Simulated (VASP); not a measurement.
# CuSi11C12 (a cell with a defect) in VASP: a series of runs

The runs below take CuSi11C12 (a cell with a defect) through single point, with PBEsol+U.

All numbers are computed with VASP 6.6.1; they aren't measurements. Logs are shortened: lines on timing, memory, paths and dates and some standing lists are left out, and cuts for length are marked.

## (1) Starting point

The cell holds a defect, 24 atoms: a = 9.245 Å, b = 6.163 Å, c = 6.163 Å, α = 60.00°, β = 60.00°, γ = 60.00°.

## (2) Single point, PBEsol+U, collinear spin, ferromagnetic start

INCAR

```
PREC = Accurate ; ENCUT = 450
EDIFF = 1E-5 ; ISMEAR = 0
SIGMA = 0.03 ; LREAL = Auto
LASPH = True ; NELM = 120
ALGO = Normal ; ISIF = 2
LWAVE = False ; LCHARG = False
ISPIN = 2 ; MAGMOM = 1 0 0 0 0 0 0 0 0 0 0 0 0 0 0 0 0 0 0 0 0 0 0 0
LORBIT = 11 ; LMAXMIX = 4
LDAU = True ; LDAUTYPE = 2
LDAUL = 2 -1 -1 ; LDAUU = 5 0 0
LDAUJ = 0 0 0 ; LDAUPRINT = 1
GGA = PS ; ISYM = 0
KPAR = 4
```

KPOINTS

```
regular mesh
0
Gamma
  2 3 3
```

POSCAR

```
CuSi11C12                               
1.0
    0.0000000000      6.5370000000      6.5370000000
    4.3580000000      0.0000000000      4.3580000000
    4.3580000000      4.3580000000      0.0000000000
  Cu              Si              C             
     1    11    12
Direct
     0.0010259405190179    0.0002635976653580    0.0005487889729573
     0.9983194789176578    0.9983794761111556    0.5030702982315673
     0.9984279086407098    0.5028448412909272    0.9986047435786952
     0.9978623534199882    0.5027577864670616    0.5032727274726236
     0.3345063814186682    0.0006761861632530    0.0004782034862862
     0.3354484122086457    0.9997205318554142    0.4995884091942953
     0.3355315986346216    0.4996058210089637    0.9996923705793832
     0.3332025211381286    0.5010521481491432    0.5007056972545173
     0.6712700747212040    0.9984476225139411    0.9982951218597574
     0.6669656249014730    0.0004676606372447    0.5011235978150704
     0.6669648722145709    0.5010065759837815    0.0006098494833766
     0.6675551292828948    0.5001996310988449    0.4999822356131100
     0.0880063836022711    0.1325520573037952    0.1328047538449071
     0.0886465126688370    0.1316592903971709    0.6047501592937111
     0.0886537298821918    0.6045364356364062    0.1320737222494724
     0.0834474105991451    0.6254700641481443    0.6257345722592965
     0.4217091057997019    0.1233525418470156    0.1232828931617343
     0.4157003595852645    0.1266173402784616    0.6269520954353480
     0.4157664934255848    0.6271681578552548    0.1263055205422830
     0.4175512114987539    0.6251049373080482    0.6249863469859728
     0.7365681870489843    0.1329408600199745    0.1331324220283058
     0.7503309348041727    0.1257010076720589    0.6249500817619419
     0.7503660342283157    0.6249899397793778    0.1255038127763557
     0.7491133408392110    0.6262504888092142    0.6263555761190133
```

Potentials or basis: VASP PAW PBE potentials, release 64 (Cu, Si, C).

Command:

```sh
> cat potpaw_PBE.64/Cu/POTCAR potpaw_PBE.64/Si/POTCAR potpaw_PBE.64/C/POTCAR > POTCAR
> mpirun -np 4 vasp_std > vasp.out
```

OUTCAR:

```text
PREC = Accurate
   ENCUT = 450
   EDIFF = 1E-5
   ISMEAR = 0
   LREAL = Auto
   LASPH = True
   NELM = 120
   ISIF = 2
   ISPIN = 2
   LORBIT = 11
   GGA = PS
   ISYM = 0

 ion  position               nearest neighbor table
   1  0.001  0.000  0.001-  13 1.99  15 1.99  14 1.99  21 2.00
   2  0.998  0.998  0.503-  13 1.87  14 1.87  22 1.87  16 1.88   9 3.04   3 3.05   4 3.06  10 3.06
                            12 3.08   8 3.08   5 3.10   4 3.11   3 3.11   6 3.11
   3  0.998  0.503  0.999-  13 1.87  15 1.87  23 1.87  16 1.88   9 3.04   2 3.05   4 3.06  11 3.06
                            12 3.07   8 3.08   5 3.10   4 3.11   2 3.11   7 3.11
   4  0.998  0.503  0.503-  14 1.87  15 1.87  24 1.88  16 1.88   3 3.06   2 3.06  11 3.06  10 3.06
                            12 3.07   8 3.09   2 3.11   3 3.11   6 3.11   7 3.11
   5  0.335  0.001  0.000-  13 1.86  19 1.88  18 1.88  17 1.89  10 3.08  11 3.08   7 3.08   6 3.08
                             8 3.08   8 3.08   6 3.09   7 3.09   9 3.10   3 3.10   2 3.10
   6  0.335  1.000  0.500-  14 1.87  20 1.89  18 1.89  17 1.89  10 3.07  12 3.07   5 3.08   8 3.08
                             7 3.08   7 3.08   8 3.08   5 3.09   9 3.10   2 3.11   4 3.11
   7  0.336  0.500  1.000-  15 1.87  19 1.88  20 1.89  17 1.89  11 3.07  12 3.07   5 3.08   6 3.08
                             8 3.08   8 3.08   6 3.08   5 3.09   9 3.10   3 3.11   4 3.11
   8  0.333  0.501  0.501-  19 1.88  18 1.88  16 1.89  20 1.89   6 3.08   2 3.08   5 3.08   7 3.08
                             7 3.08   3 3.08   5 3.08   6 3.08  11 3.08  10 3.09  12 3.09   4 3.09
   9  0.671  0.998  0.998-  21 1.85  22 1.88  23 1.88  17 1.88   2 3.04   3 3.04  10 3.08  11 3.08
                            12 3.08  12 3.08  11 3.08  10 3.09   7 3.10   6 3.10   5 3.10
  10  0.667  0.000  0.501-  21 1.85  22 1.88  24 1.88  18 1.90   2 3.06   4 3.06   6 3.07   5 3.08
                             9 3.08  11 3.08  12 3.08  12 3.08  11 3.08   8 3.09   9 3.09
  11  0.667  0.501  0.001-  21 1.85  23 1.88  24 1.88  19 1.90   4 3.06   3 3.06   7 3.07   5 3.08
                            12 3.08  10 3.08   9 3.08   8 3.08   9 3.08  10 3.08  12 3.09
  12  0.668  0.500  0.500-  23 1.88  22 1.88  24 1.89  20 1.89   4 3.07   6 3.07   3 3.07   7 3.07
                             2 3.08  11 3.08  10 3.08   9 3.08   9 3.08  10 3.08  11 3.09   8 3.09
  13  0.088  0.133  0.133-   5 1.86   2 1.87   3 1.87   1 1.99
  14  0.089  0.132  0.605-   6 1.87   2 1.87   4 1.87   1 1.99
  15  0.089  0.605  0.132-   7 1.87   3 1.87   4 1.87   1 1.99
  16  0.083  0.625  0.626-   3 1.88   2 1.88   4 1.88   8 1.89
  17  0.422  0.123  0.123-   9 1.88   7 1.89   5 1.89   6 1.89
  18  0.416  0.127  0.627-   5 1.88   8 1.88   6 1.89  10 1.90
  19  0.416  0.627  0.126-   5 1.88   8 1.88   7 1.88  11 1.90
  20  0.418  0.625  0.625-   6 1.89   7 1.89   8 1.89  12 1.89
  21  0.737  0.133  0.133-   9 1.85  10 1.85  11 1.85   1 2.00
  22  0.750  0.126  0.625-   2 1.87   9 1.88  10 1.88  12 1.88
  23  0.750  0.625  0.126-   3 1.87   9 1.88  11 1.88  12 1.88
  24  0.749  0.626  0.626-   4 1.88  10 1.88  11 1.88  12 1.89

IMPORTANT INFORMATION: All symmetrisations will be switched off!
NOSYMM: (Re-)initialisation of all symmetry stuff for point group C_1.

----------------------------------------------------------------------------------------

                                     Primitive cell

  volume of cell :     248.3036

  direct lattice vectors                    reciprocal lattice vectors
     0.000000000  6.537000000  6.537000000    -0.076487685  0.076487685  0.076487685
     4.358000000  0.000000000  4.358000000     0.114731528 -0.114731528  0.114731528
     4.358000000  4.358000000  0.000000000     0.114731528  0.114731528 -0.114731528

  length of vectors
     9.244714057  6.163142705  6.163142705     0.132480557  0.198720836  0.198720836

  position of ions in fractional coordinates (direct lattice)
     0.001025941  0.000263598  0.000548789
     0.998319479  0.998379476  0.503070298
     0.998427909  0.502844841  0.998604744
     0.997862353  0.502757786  0.503272727
     0.334506381  0.000676186  0.000478203
     0.335448412  0.999720532  0.499588409
[... 16 lines left out ...]
     0.750366034  0.624989940  0.125503813
     0.749113341  0.626250489  0.626355576

  ion indices of the primitive-cell ions
   primitive index   ion index
                 1           1
                 2           2
                 3           3
[... 123 lines left out ...]

 number of electron     102.9999999 magnetization       0.0783286

atom =   1  type =  1  l = 2

 onsite density matrix

spin component  1

  0.9035  0.0000 -0.0009 -0.0058  0.0001
  0.0000  0.9107 -0.0006  0.0001  0.0010
 -0.0009 -0.0006  0.9628  0.0003 -0.0003
 -0.0058  0.0001  0.0003  0.9036  0.0009
  0.0001  0.0010 -0.0003  0.0009  0.9632

spin component  2

  0.9033  0.0001 -0.0009 -0.0058  0.0001
  0.0001  0.9104 -0.0006  0.0001  0.0010
 -0.0009 -0.0006  0.9628  0.0003 -0.0003
 -0.0058  0.0001  0.0003  0.9033  0.0008
  0.0001  0.0010 -0.0003  0.0008  0.9632

 occupancies and eigenvectors

  o =  0.8975  v =  0.0000  0.0000  0.0000  0.0000  0.0000 -0.7078  0.0100 -0.0063 -0.7062  0.0099      0.0000  0.0000  0.0000  0.0000  0.0000  0.0000  0.0000  0.0000  0.0000  0.0000
  o =  0.8978  v = -0.7078  0.0052 -0.0064 -0.7063  0.0101  0.0000  0.0000  0.0000  0.0000  0.0000      0.0000  0.0000  0.0000  0.0000  0.0000  0.0000  0.0000  0.0000  0.0000  0.0000
  o =  0.9091  v =  0.0000  0.0000  0.0000  0.0000  0.0000  0.7062  0.0246  0.0162 -0.7074  0.0095      0.0000  0.0000  0.0000  0.0000  0.0000  0.0000  0.0000  0.0000  0.0000  0.0000
  o =  0.9093  v =  0.7061  0.0243  0.0165 -0.7075  0.0096  0.0000  0.0000  0.0000  0.0000  0.0000      0.0000  0.0000  0.0000  0.0000  0.0000  0.0000  0.0000  0.0000  0.0000  0.0000
  o =  0.9104  v =  0.0000  0.0000  0.0000  0.0000  0.0000 -0.0105  0.9994  0.0107  0.0243 -0.0192      0.0000  0.0000  0.0000  0.0000  0.0000  0.0000  0.0000  0.0000  0.0000  0.0000
  o =  0.9107  v = -0.0137  0.9994  0.0107  0.0207 -0.0193  0.0000  0.0000  0.0000  0.0000  0.0000      0.0000  0.0000  0.0000  0.0000  0.0000  0.0000  0.0000  0.0000  0.0000  0.0000
  o =  0.9626  v =  0.0000  0.0000  0.0000  0.0000  0.0000 -0.0136 -0.0001  0.8657  0.0130  0.5002      0.0000  0.0000  0.0000  0.0000  0.0000  0.0000  0.0000  0.0000  0.0000  0.0000
  o =  0.9626  v = -0.0138 -0.0001  0.8658  0.0132  0.5000  0.0000  0.0000  0.0000  0.0000  0.0000      0.0000  0.0000  0.0000  0.0000  0.0000  0.0000  0.0000  0.0000  0.0000  0.0000
  o =  0.9634  v =  0.0000  0.0000  0.0000  0.0000  0.0000  0.0080  0.0219 -0.5002  0.0089  0.8656      0.0000  0.0000  0.0000  0.0000  0.0000  0.0000  0.0000  0.0000  0.0000  0.0000
  o =  0.9634  v =  0.0081  0.0220 -0.4999  0.0090  0.8657  0.0000  0.0000  0.0000  0.0000  0.0000      0.0000  0.0000  0.0000  0.0000  0.0000  0.0000  0.0000  0.0000  0.0000  0.0000

 number of electron     102.9999999 magnetization      -0.0015637

 Free energy of the ion-electron system (eV)
  ---------------------------------------------------
  ext. energy  EPLUGINS =         0.00000000
  ---------------------------------------------------
  free energy    TOTEN  =      -182.95221419 eV

  energy without entropy =     -182.95169755  energy(sigma->0) =     -182.95195587

 E-fermi :   8.2687     XC(G=0): -11.5537

 val. band max:        8.2259877667   @ k =   0.5000   0.3333   0.3333
 cond. band min:       8.3164167154   @ k =   0.0000   0.3333   0.3333
 fundamental gap:      0.0904289487
 Fermi energy:         8.2687250612

 spin component 1

 k-point     1 :       0.0000    0.0000    0.0000
  band No.  band energies     occupation
      1      -7.5473      1.00000
      2      -5.5570      1.00000
      3      -5.4154      1.00000
      4      -4.0483      1.00000
      5      -4.0436      1.00000
      6      -3.8894      1.00000
[... 649 lines left out ...]
     62      13.3549      0.00000
     63      13.5271      0.00000
 Fermi energy:         8.2687250612

 spin component 2

 k-point     1 :       0.0000    0.0000    0.0000
  band No.  band energies     occupation
      1      -7.5474      1.00000
      2      -5.5571      1.00000
      3      -5.4154      1.00000
      4      -4.0483      1.00000
      5      -4.0435      1.00000
      6      -3.8894      1.00000
[... 649 lines left out ...]
     62      13.3547      0.00000
     63      13.5269      0.00000
 [bands above 63 left out]

------------------------ aborting loop because EDIFF is reached ----------------------------------------

  FORCE on cell =-STRESS in cart. coord.  units (eV):
  Direction    XX          YY          ZZ          XY          YZ          ZX
  --------------------------------------------------------------------------------------
  -------------------------------------------------------------------------------------
  Total        3.6223390      2.0107032      2.0144969     -1.1056277     -0.3186328     -1.1085028
  in kB       23.3731229     12.9740516     12.9985301     -7.1340570     -2.0559763     -7.1526083
  external PRESSURE =      16.4485682 kB  Pullay stress =       0.0000000 kB

 VOLUME and BASIS-vectors are now :
 -----------------------------------------------------------------------------
  energy-cutoff  :      450.00
  volume of cell :      248.30
      direct lattice vectors                 reciprocal lattice vectors
     0.000000000  6.537000000  6.537000000    -0.076487685  0.076487685  0.076487685
     4.358000000  0.000000000  4.358000000     0.114731528 -0.114731528  0.114731528
     4.358000000  4.358000000  0.000000000     0.114731528  0.114731528 -0.114731528

 POSITION                                       TOTAL-FORCE (eV/Angst)
 -----------------------------------------------------------------------------------
      0.00354      0.00910      0.00786        -0.052490      0.065885      0.067111
      6.54332      8.71839     10.87695         0.056711      0.106867      0.036632
      6.54332     10.87864      8.71812         0.063668      0.029944      0.102904
      4.38428      8.71629      8.71404        -0.133875      0.025040      0.040796
      0.00503      2.18875      2.18962        -0.144177      0.004441      0.003401
      6.53399      4.37003      6.54961         0.052838     -0.018460     -0.046121
[... 16 lines left out ...]
      3.27065      5.45209      7.62885         0.026549      0.017144      0.010365
      5.45886      7.62661      7.62615         0.024982     -0.021953     -0.024734
 -----------------------------------------------------------------------------------
    total drift:                               -0.008975     -0.005589     -0.004920

  FREE ENERGIE OF THE ION-ELECTRON SYSTEM (eV)
  ---------------------------------------------------
  free  energy   TOTEN  =      -182.9522141918 eV

  energy  without entropy=     -182.9516975472  energy(sigma->0) =     -182.95195587

 total charge

# of ion       s       p       d       tot
------------------------------------------
    1        0.503   0.497   9.263  10.263
    2        0.713   0.987   0.000   1.699
    3        0.713   0.986   0.000   1.699
    4        0.711   0.981   0.000   1.692
    5        0.714   0.980   0.000   1.694
    6        0.710   0.977   0.000   1.687
[... 16 lines left out ...]
   23        0.836   1.709   0.000   2.545
   24        0.835   1.705   0.000   2.541
--------------------------------------------------
tot         18.476  31.313   9.263  59.052

 magnetization (x)

# of ion       s       p       d       tot
------------------------------------------
    1       -0.000  -0.000   0.000   0.000
    2       -0.000  -0.000   0.000  -0.000
    3       -0.000  -0.000   0.000  -0.000
    4       -0.000  -0.000   0.000  -0.000
    5       -0.000  -0.000   0.000  -0.000
    6       -0.000  -0.000   0.000  -0.000
[... 16 lines left out ...]
   23        0.000   0.000   0.000   0.000
   24        0.000   0.000   0.000   0.000
--------------------------------------------------
tot          0.000   0.000   0.000   0.000
```

Wall time 3.5 min (4 MPI ranks of Intel Xeon Platinum 8488C (Sapphire Rapids), shared host); peak memory 0.56 GiB.

Results:

```yaml
Free_energy: -182.9522 eV
Largest_force: 0.168 eV/Å
Band_gap_on_the_k_mesh: none (metal or under the smearing width)
Net_moment: 0.00 μB per cell
Valence_electrons_inside_the_program's_atomic_spheres: Cu 10.26; Si 1.70, 1.69, 1.68; C 2.46, 2.47, 2.54, 2.52, 2.53, 2.49
```

Forces on the atoms (eV/Å):
```
Cu  -0.052  0.066  0.067
Si   0.057  0.107  0.037
Si   0.064  0.030  0.103
Si  -0.134  0.025  0.041
Si  -0.144  0.004  0.003
Si   0.053 -0.018 -0.046
Si   0.053 -0.063 -0.026
Si   0.022  0.006 -0.008
Si  -0.084  0.016  0.005
Si  -0.012  0.047  0.010
Si  -0.023  0.004  0.051
Si   0.027 -0.012 -0.020
C   -0.051 -0.115 -0.111
C    0.087 -0.040  0.007
C    0.076  0.007 -0.039
C   -0.032 -0.013 -0.007
C   -0.001 -0.013 -0.015
C    0.005 -0.010 -0.002
C    0.013  0.005 -0.017
C   -0.027  0.021  0.018
C    0.038 -0.051 -0.042
C    0.017  0.003  0.006
C    0.027  0.017  0.010
C    0.025 -0.022 -0.025
```

Eigenvalues of the final occupation matrices:
| site | spin | trace | eigenvalues |
| --- | --- | --- | --- |
| site 1 d | 1 | 4.64 | 0.90 0.91 0.91 0.96 0.96 |
| site 1 d | 2 | 4.64 | 0.90 0.91 0.91 0.96 0.96 |

Caveat: the k mesh is coarse (spacing up to 0.42 Å⁻¹), so the values aren't converged; the cutoff is under 1.25 times the usual one of these potentials, so pressure, stress and relaxed cells hold a basis-set (Pulay) error; the PAW data sets were made with another functional, which shifts forces and pressure a little; the U is typed as a test and isn't derived for this compound.

## (3) Single point, PBEsol+U, collinear spin, ferromagnetic start

INCAR

```
PREC = Accurate ; ENCUT = 450
EDIFF = 1E-5 ; ISMEAR = 0
SIGMA = 0.03 ; LREAL = Auto
LASPH = True ; NELM = 120
ALGO = Normal ; ISIF = 2
LWAVE = False ; LCHARG = False
ISPIN = 2 ; MAGMOM = 1 0 0 0 0 0 0 0 0 0 0 0 0 0 0 0 0 0 0 0 0 0 0 0
LORBIT = 11 ; NUPDOWN = 1
LMAXMIX = 4 ; LDAU = True
LDAUTYPE = 2 ; LDAUL = 2 -1 -1
LDAUU = 7 0 0 ; LDAUJ = 0 0 0
LDAUPRINT = 1 ; GGA = PS
ISYM = 0 ; KPAR = 4
```

KPOINTS is that of step 2.

POSCAR is that of step 2.

Potentials or basis: VASP PAW PBE potentials, release 64 (Cu, Si, C).

Command:

```sh
> cat potpaw_PBE.64/Cu/POTCAR potpaw_PBE.64/Si/POTCAR potpaw_PBE.64/C/POTCAR > POTCAR
> mpirun -np 4 vasp_std > vasp.out
```

Run time: 3.5 min. Hardware: 4 MPI ranks of Intel Xeon Platinum 8488C (Sapphire Rapids), shared host; peak memory 0.58 GiB.

The run converged. Its results:

| Property | Result |
| --- | --- |
| Free energy | -182.2697 eV |
| Largest force | 0.038 eV/Å |
| Net moment | 1.00 μB per cell |
| Site moments | Cu +0.18; Si +0.00, -0.00, +0.01; C +0.04, +0.06, +0.00, +0.02, +0.16, +0.01 μB |
| Valence electrons inside the program's atomic spheres | Cu 10.31; Si 1.70, 1.69, 1.68; C 2.47, 2.46, 2.54, 2.52, 2.53, 2.49 |

Forces in eV/Å, atoms in the order of the input:
```
Cu  -0.008 -0.011 -0.010
Si   0.002  0.002 -0.008
Si   0.009 -0.015 -0.002
Si   0.013 -0.002  0.014
Si  -0.011 -0.002 -0.004
Si   0.015  0.005  0.010
Si   0.014 -0.006 -0.003
Si  -0.002  0.009 -0.005
Si   0.012  0.016  0.004
Si  -0.005  0.010  0.017
Si  -0.016  0.012  0.013
Si   0.012  0.000 -0.007
C    0.006  0.017  0.021
C   -0.015 -0.020  0.021
C   -0.026  0.021 -0.018
C   -0.023 -0.013 -0.007
C    0.001 -0.005 -0.006
C   -0.018  0.002 -0.006
C   -0.010  0.001 -0.005
C    0.001  0.003  0.000
C    0.015 -0.017 -0.008
C    0.007 -0.001 -0.014
C    0.017 -0.003  0.007
C    0.012 -0.003 -0.006
```

Eigenvalues of the final occupation matrices:
| site | spin | trace | eigenvalues |
| --- | --- | --- | --- |
| site 1 d | 1 | 4.74 | 0.92 0.92 0.96 0.97 0.97 |
| site 1 d | 2 | 4.62 | 0.87 0.90 0.91 0.97 0.97 |

Caveat: the k mesh is coarse (spacing up to 0.42 Å⁻¹), so the values aren't converged; the cutoff is under 1.25 times the usual one of these potentials, so pressure, stress and relaxed cells hold a basis-set (Pulay) error; the PAW data sets were made with another functional, which shifts forces and pressure a little; the total moment is fixed, so each spin has its own Fermi level; the U is typed as a test and isn't derived for this compound. The state reached can hang on the start; a lower one may exist.

(Continued in part 2 of 2.)
